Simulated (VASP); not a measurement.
Input:

```
CELL_PARAMETERS angstrom
      5.67030     0.00000     0.00000
      0.00000     5.67030     0.00000
      0.00000     0.00000     5.67030
ATOMIC_POSITIONS crystal
  Cs 0.00000 0.00000 0.00000
  Pb 0.50000 0.50000 0.50000
  Cl 0.50000 0.00000 0.50000
  Cl 0.00000 0.50000 0.50000
  Cl 0.50000 0.50000 0.00000
```

These are MS2 meta-GGA, VASP's PBE PAW potentials (set 64) (plane waves; VASP 6.6.1) values and carry that method's errors. Settings: 520 eV cut-off, 4×4×4 Γ-centred mesh, Gaussian smearing of 0.050 eV, potentials Cs_sv Pb_d Cl.

Unless said otherwise, spin-orbit coupling is left out, though it shifts the bands of the heavy elements here.

Question: What does the run give for the energy per atom (σ→0), band gap (on the k-mesh) with the smallest direct gap where there is one?

Answer: 
```json
{
  "band gap (on the k-mesh)": "2.23 eV",
  "smallest direct gap (on the k-mesh)": "2.23 eV",
  "energy per atom (σ→0)": "-1.454 eV/atom"
}
```

The absolute energy has meaning only against runs of the same code, potentials and settings.

The compound is CsPbCl3 in the cubic perovskite structure, the ideal cubic form; the compound distorts at low or room temperature. It was relaxed first. The start is the result of an earlier pass.
